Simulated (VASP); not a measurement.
OSZICAR of a VASP run on PdIn (CsCl type):

**OSZICAR**
```
       N       E                     dE             d eps       ncg     rms          rms(c)
DAV:   1     0.163035437079E+03    0.16304E+03   -0.11529E+04  1708   0.202E+03
DAV:   2    -0.310712759737E+01   -0.16614E+03   -0.16227E+03  1729   0.410E+02
DAV:   3    -0.109392597460E+02   -0.78321E+01   -0.77903E+01  2114   0.971E+01
DAV:   4    -0.110698771378E+02   -0.13062E+00   -0.13056E+00  1989   0.117E+01
DAV:   5    -0.110761672085E+02   -0.62901E-02   -0.62899E-02  2581   0.234E+00    0.766E+00
DAV:   6    -0.108610640836E+02    0.21510E+00   -0.55325E-01  1974   0.109E+01    0.354E+00
DAV:   7    -0.108146622646E+02    0.46402E-01   -0.84669E-02  2269   0.587E+00    0.161E+00
DAV:   8    -0.108045708691E+02    0.10091E-01   -0.22617E-02  2023   0.147E+00    0.438E-01
DAV:   9    -0.108034316690E+02    0.11392E-02   -0.20187E-03  2205   0.865E-01    0.817E-02
DAV:  10    -0.108034009868E+02    0.30682E-04   -0.56304E-05  2350   0.133E-01    0.376E-02
DAV:  11    -0.108033993043E+02    0.16824E-05   -0.47380E-06  2024   0.235E-02    0.864E-03
DAV:  12    -0.108033992944E+02    0.98903E-08   -0.25292E-07  1983   0.578E-03
   1 F= -.10803399E+02 E0= -.10803017E+02  d E =-.114607E-02
```

Problem. Which electronic solver shows in the log?

Solution. It is blocked Davidson (ALGO = Normal, or the opening steps of other solvers). The INCAR had ALGO = Normal.

Problem. Can the final energy be trusted as converged?

Solution. The calculation finished and met its thresholds. It stopped with EDIFF = 1E-7, NELM = 100 (LDA (Ceperley-Alder, Perdew-Zunger), plane waves, VASP's LDA PAW potentials (set 64)).

The compound is PdIn in the CsCl type structure. It was relaxed first. The electron count is odd and the run is not spin-polarised, which forces a metal.
